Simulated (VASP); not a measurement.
Input:

```
AsB
1.0
    0.00000     2.40822     2.40822
    2.40822     0.00000     2.40822
    2.40822     2.40822     0.00000
B As
1 1
Direct
  0.00000   0.00000   0.00000
  0.25000   0.25000   0.25000
```

All values below come from modified Becke-Johnson potential (mBJ), VASP's PBE PAW potentials (set 64) (plane waves; VASP). Settings: 520 eV cut-off, 8×8×8 Γ-centred mesh, Gaussian smearing of 0.050 eV, potentials B As.

mBJ is a potential without an energy functional, so only the levels count.

### Question
What does the run give for the band gap (over mesh and band path) with the smallest direct gap where there is one?

### Answer

```json
{
  "band gap (over mesh and band path)": "1.79 eV",
  "smallest direct gap (over mesh and band path)": "3.77 eV"
}
```

Total energies compare only between runs with the same potentials, cut-off and functional.

The compound is BAs in the zinc blende structure. It was relaxed first. The cell's shape comes from a PBE relaxation.
